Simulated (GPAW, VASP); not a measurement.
The input files of a VASP run:

**KPOINTS**
```
Automatic mesh
0
Gamma
5 5 5
0 0 0
```

POSCAR:
```
GaP
3.8537320
  0.0000000000   0.7071067734   0.7071067734
  0.7071067734   0.0000000000   0.7071067734
  0.7071067734   0.7071067734   0.0000000000
Ga P
1 1
Cartesian
  0.0000000000   0.0000000000   0.0000000000
  0.3535533867   0.3535533867   0.3535533867
```

### INCAR
```
ALGO = Normal
EDIFF = 1E-6
ENCUT = 300
GGA = PE
ISIF = 2
ISMEAR = -1
LASPH = T
LCHARG = F
LMAXMIX = 4
LREAL = F
LWAVE = F
NELM = 100
PREC = Accurate
SIGMA = 0.01
SYSTEM = GaP
```

POTCAR, in this order: Ga_d P (PBE.64 set). Program: vasp_std.

Question: Write an input for GPAW that does the same calculation.

Answer: One input that does it (PBE, GPAW PAW datasets PBE (gpaw-data 1.0.1)):
```
from ase import Atoms
from ase.units import GPa
from gpaw import GPAW, PW, FermiDirac

atoms = Atoms(['Ga', 'P'],
              cell=[[0.000000, 2.725000, 2.725000],
                    [2.725000, 0.000000, 2.725000],
                    [2.725000, 2.725000, 0.000000]],
              scaled_positions=[[0.000000, 0.000000, 0.000000],
                                [0.250000, 0.250000, 0.250000]],
              pbc=True)

calc = GPAW(mode=PW(550),
            xc='PBE',
            kpts=(5, 5, 5),
            occupations=FermiDirac(0.01),
            nbands=-4,
            convergence={'bands': -2},
            symmetry={'symmorphic': False, 'tolerance': 0.0005},
            maxiter=100)

atoms.calc = calc

energy = atoms.get_potential_energy()
print('Energy (eV):', round(energy, 6))
forces = atoms.get_forces()
print('Forces (eV/Ang):')
print(forces.round(5))
stress = atoms.get_stress()
print('Stress (GPa, Voigt):', (stress / GPa).round(4))
```
Both are inputs of real runs that ended normally. What can't carry over is the choice of potentials or basis and its cut-off, and each code's defaults.

The structure is a typed GaP crystal (F-43m). The cell was not relaxed at this level, and it may have been scaled.
